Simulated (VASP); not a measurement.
These are PBEsol GGA, VASP's PBE PAW potentials (set 64) (plane waves; VASP) values and carry that method's errors.

The input files of a VASP run:

**INCAR**
```
ALGO = Normal
EDIFF = 1E-7
ENCUT = 400
GGA = PS
ISIF = 2
ISMEAR = -5
LASPH = .True.
LCHARG = .True.
LMAXMIX = 6
LORBIT = 11
LREAL = .False.
LWAVE = .False.
NEDOS = 601
NELM = 100
PREC = Accurate
SYSTEM = Au3Cu
```

### POSCAR
```
Au3Cu
1
   -0.0000000000     2.0083520732     2.0083520732
    2.0083520732    -0.0000000000     2.0083520732
    7.8910165256     7.8910165256     0.1423917676
Cu Au
1 3
Direct
  0.0000000000   0.0000000000   0.0000000000
  0.0266966726   0.0266966726   0.2299774956
  0.0000000000   0.0000000000   0.5000000000
  0.9733033274   0.9733033274   0.7700225044
```

**KPOINTS**
```
Regular mesh
0
Gamma
  15 15 4
0 0 0
```

POTCAR, in this order: Cu Au (PBE.64 set). Program: vasp_std.

Output of the run:

### OSZICAR
```
       N       E                     dE             d eps       ncg     rms          rms(c)
DAV:   1     0.327546967329E+03    0.32755E+03   -0.18815E+04 13152   0.170E+03
DAV:   2     0.338818132459E+01   -0.32416E+03   -0.30967E+03 14128   0.378E+02
DAV:   3    -0.174528010460E+02   -0.20841E+02   -0.20013E+02 15614   0.102E+02
DAV:   4    -0.179888698777E+02   -0.53607E+00   -0.53314E+00 15670   0.152E+01
DAV:   5    -0.179997406848E+02   -0.10871E-01   -0.10857E-01 16564   0.223E+00    0.188E+01
DAV:   6    -0.167434093174E+02    0.12563E+01   -0.16687E+01 17142   0.899E+01    0.996E+00
DAV:   7    -0.166406657382E+02    0.10274E+00   -0.81768E+00 16904   0.148E+02    0.115E+01
DAV:   8    -0.160960599316E+02    0.54461E+00   -0.69737E+00 18402   0.406E+01    0.339E+00
DAV:   9    -0.160901165634E+02    0.59434E-02   -0.25143E-01 19580   0.134E+01    0.573E-01
DAV:  10    -0.160855763836E+02    0.45402E-02   -0.24435E-02 18608   0.367E+00    0.905E-02
DAV:  11    -0.160854950495E+02    0.81334E-04   -0.24306E-03 18272   0.894E-01    0.753E-02
DAV:  12    -0.160854736596E+02    0.21390E-04   -0.47975E-04 19364   0.631E-01    0.196E-02
DAV:  13    -0.160854550814E+02    0.18578E-04   -0.32356E-05 15074   0.613E-02    0.452E-03
DAV:  14    -0.160854527434E+02    0.23381E-05   -0.51575E-06 19208   0.533E-02    0.492E-03
DAV:  15    -0.160854542299E+02   -0.14866E-05   -0.90483E-07 12790   0.278E-02    0.720E-04
DAV:  16    -0.160854542699E+02   -0.39933E-07   -0.83198E-08  7196   0.643E-03
   1 F= -.16085454E+02 E0= -.16085454E+02  d E =0.000000E+00
```

OUTCAR:
```
------------------------ aborting loop because EDIFF is reached ----------------------------------------
  FORCE on cell =-STRESS in cart. coord.  units (eV):
  Direction    XX          YY          ZZ          XY          YZ          ZX
  --------------------------------------------------------------------------------------
  Total       -0.0110250     -0.0110250     -0.0110250     -0.0677548      0.0677548      0.0677548
  in kB       -0.2800164     -0.2800164     -0.2800164     -1.7208548      1.7208548      1.7208548
  external PRESSURE =      -0.2800164 kB  Pullay stress =       0.0000000 kB
  volume of cell :       63.08
      direct lattice vectors                 reciprocal lattice vectors
     0.000000000  2.008352073  2.008352073    -0.251227002  0.246693663  0.251227002
     2.008352073  0.000000000  2.008352073     0.246693663 -0.251227002  0.251227002
     7.891016526  7.891016526  0.142391768     0.063940085  0.063940085 -0.063940085
 POSITION                                       TOTAL-FORCE (eV/Angst)
 -----------------------------------------------------------------------------------
      0.00000      0.00000      0.00000        -0.000000      0.000000     -0.000000
      1.86837      1.86837      0.13998         0.012910      0.012910     -0.012910
      3.94551      3.94551      0.07120         0.000000      0.000000     -0.000000
      8.03100      8.03100      4.01912        -0.012910     -0.012910      0.012910
 -----------------------------------------------------------------------------------
    total drift:                               -0.000000     -0.000000     -0.000000
  FREE ENERGIE OF THE ION-ELECTRON SYSTEM (eV)
  ---------------------------------------------------
  free  energy   TOTEN  =       -16.0854542699 eV

  energy  without entropy=      -16.0854542699  energy(sigma->0) =      -16.08545427

 total charge

# of ion       s       p       d       tot
------------------------------------------
    1        0.387   0.318   9.212   9.917
    2        0.574   0.398   8.727   9.699
    3        0.551   0.363   8.743   9.657
    4        0.574   0.398   8.727   9.699
--------------------------------------------------
tot          2.085   1.478  35.409  38.973
```
(Selected blocks of OUTCAR.)

For a metal the tetrahedron method with Blöchl corrections gives inexact stress and forces.

The structure was generated: Au3Cu was put into an ordered model structure (R-3m), which need not be its known phase. It was relaxed first.
